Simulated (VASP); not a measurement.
These are PBE GGA, VASP's PBE PAW potentials (set 64) (plane waves; VASP 6.6.1) values and carry that method's errors.

The input files of a VASP run:

**POSCAR**
```
Ga31As32C
1
   11.5222104212    -0.0000000000    -0.0000000000
   -0.0000000000    11.5222104212     0.0000000000
    0.0000000000     0.0000000000    11.5222104212
Ga As C
31 32 1
Direct
  0.5000000000   0.0000000000   0.0000000000
  0.7500000000   0.2500000000   0.0000000000
  0.7500000000   0.0000000000   0.2500000000
  0.0000000000   0.0000000000   0.0000000000
  0.2500000000   0.2500000000   0.0000000000
  0.5000000000   0.5000000000   0.0000000000
  0.7500000000   0.7500000000   0.0000000000
  0.2500000000   0.0000000000   0.2500000000
  0.5000000000   0.2500000000   0.2500000000
  0.7500000000   0.5000000000   0.2500000000
  0.5000000000   0.0000000000   0.5000000000
  0.7500000000   0.2500000000   0.5000000000
  0.7500000000   0.0000000000   0.7500000000
  0.0000000000   0.5000000000   0.0000000000
  0.2500000000   0.7500000000   0.0000000000
  0.0000000000   0.2500000000   0.2500000000
  0.2500000000   0.5000000000   0.2500000000
  0.5000000000   0.7500000000   0.2500000000
  0.0000000000   0.0000000000   0.5000000000
  0.2500000000   0.2500000000   0.5000000000
  0.7500000000   0.7500000000   0.5000000000
  0.2500000000   0.0000000000   0.7500000000
  0.5000000000   0.2500000000   0.7500000000
  0.7500000000   0.5000000000   0.7500000000
  0.0000000000   0.7500000000   0.2500000000
  0.0000000000   0.5000000000   0.5000000000
  0.2500000000   0.7500000000   0.5000000000
  0.0000000000   0.2500000000   0.7500000000
  0.2500000000   0.5000000000   0.7500000000
  0.5000000000   0.7500000000   0.7500000000
  0.0000000000   0.7500000000   0.7500000000
  0.6250000000   0.1250000000   0.1250000000
  0.8750000000   0.3750000000   0.1250000000
  0.8750000000   0.1250000000   0.3750000000
  0.1250000000   0.1250000000   0.1250000000
  0.3750000000   0.3750000000   0.1250000000
  0.6250000000   0.6250000000   0.1250000000
  0.8750000000   0.8750000000   0.1250000000
  0.3750000000   0.1250000000   0.3750000000
  0.6207370000   0.3718100000   0.3762860000
  0.8750000000   0.6250000000   0.3750000000
  0.6250000000   0.1250000000   0.6250000000
  0.8750000000   0.3750000000   0.6250000000
  0.8750000000   0.1250000000   0.8750000000
  0.1250000000   0.6250000000   0.1250000000
  0.3750000000   0.8750000000   0.1250000000
  0.1250000000   0.3750000000   0.3750000000
  0.3708880000   0.6223310000   0.3729020000
  0.6250000000   0.8750000000   0.3750000000
  0.1250000000   0.1250000000   0.6250000000
  0.3781380000   0.3706690000   0.6216780000
  0.6275280000   0.6223620000   0.6244890000
  0.8750000000   0.8750000000   0.6250000000
  0.3750000000   0.1250000000   0.8750000000
  0.6250000000   0.3750000000   0.8750000000
  0.8750000000   0.6250000000   0.8750000000
  0.1250000000   0.8750000000   0.3750000000
  0.1250000000   0.6250000000   0.6250000000
  0.3750000000   0.8750000000   0.6250000000
  0.1250000000   0.3750000000   0.8750000000
  0.3750000000   0.6250000000   0.8750000000
  0.6250000000   0.8750000000   0.8750000000
  0.1250000000   0.8750000000   0.8750000000
  0.4981490000   0.5003530000   0.4965860000
```

File KPOINTS:
```
Automatic mesh
0
G
1 1 1
0 0 0
```

### INCAR
```
! general
SYSTEM   =  Ga31As32C
PREC     =  Normal
ENCUT    =  400
LREAL    =  Auto
LASPH    =  T
ISYM     =  0
NELECT   =  260.0

! electronic loop
EDIFF    =  1E-5
NELM     =  100
NELMIN   =  4
ALGO     =  Fast
LMAXMIX  =  4

! smearing
ISMEAR   =  0
SIGMA    =  0.05

! functional
GGA      =  PE

! ions
IBRION   =  2
NSW      =  60
ISIF     =  2
EDIFFG   =  -0.03

! output
LWAVE    =  F
LCHARG   =  F
```

POTCAR, in this order: Ga As C (PBE.64 set). Program: vasp_gam.

Question: What will the output report for the number of irreducible k-points (NKPTS), largest plane-wave count, FFT grid (NGX, NGY, NGZ)?

Answer: 
* **number of irreducible k-points (NKPTS)**: 1
* **largest plane-wave count**: 13913
* **FFT grid (NGX, NGY, NGZ)**: 56 × 56 × 56

The cell is a supercell with a defect, built from GaAs (zinc blende): C_Ga, charge -3. The run is not spin-polarised, so no state with unpaired spins was tried.
